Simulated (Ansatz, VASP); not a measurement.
## One calculation of TiZn3, two programs

The input INCAR:

```
ALGO     = Fast           # electronic algorithm
EDIFF    = 1E-6           # SCF threshold, eV
ENCUT    = 520            # plane-wave cutoff, eV
ISIF     = 2              # what is computed and relaxed
ISMEAR   = -1             # smearing method
LASPH    = T              # aspherical terms in the spheres
LCHARG   = F              # write CHGCAR
LREAL    = F              # projectors in reciprocal space
LWAVE    = F              # write WAVECAR
NBANDS   = 32             # bands
NELM     = 100            # most SCF steps
PREC     = Accurate       # precision mode
SIGMA    = 0.05           # smearing width, eV
```

Contents of KPOINTS:

```
k-points
0
Gamma
  6 6 6
```

File POSCAR:

```
TiZn3
1.0
    4.0835850615      0.0000000000      0.0000000000
    0.0000000000      4.0835850615      0.0000000000
    0.0000000000      0.0000000000      4.0835850615
Ti Zn
1 3
Direct
    0.0000000000      0.0000000000      0.0000000000
    0.0000000000      0.5000000000      0.5000000000
    0.5000000000      0.0000000000      0.5000000000
    0.5000000000      0.5000000000      0.0000000000
```

Input for Ansatz:

```yaml
crystal:
  lattice:
    - [4.083585061459782, 0.0, 0.0]
    - [0.0, 4.083585061459782, 0.0]
    - [0.0, 0.0, 4.083585061459782]
  atoms:
    - { symbol: Ti, position: [0.0, 0.0, 0.0] }
    - { symbol: Zn, position: [0.0, 0.5, 0.5] }
    - { symbol: Zn, position: [0.5, 0.0, 0.5] }
    - { symbol: Zn, position: [0.5, 0.5, 0.0] }
basis:
  ecutwfc: 500.0
kpoints:
  mp_grid:
    grid: [6, 6, 6]
hamiltonian:
  xc: lda
  pseudopotentials:
    kind: paw
scf:
  occupations:
    method: fermi_dirac
    width: 0.05
output:
  stress: true
```

Alike in both runs: task single point; functional LDA; k mesh 6 × 6 × 6; occupations fermi-dirac, width 0.05 eV; no spin polarisation.

```csv
,VASP,Ansatz
version,VASP 6.6.1,Ansatz 0.2.0
potentials or method,"VASP PAW LDA potentials, release 64 (Ti_sv, Zn)","plane waves, PAW"
plane-wave cutoff (eV),520,500
valence electrons in the cell,48,48
```

|  | VASP | Ansatz | Ansatz less VASP |
| --- | --- | --- | --- |
| pressure (GPa) | -16.0 | -16.4 | -0.30 |

Caveats: so large a pressure means that the cell lies far from this level's equilibrium, or that cutoff or potentials fall short (VASP).
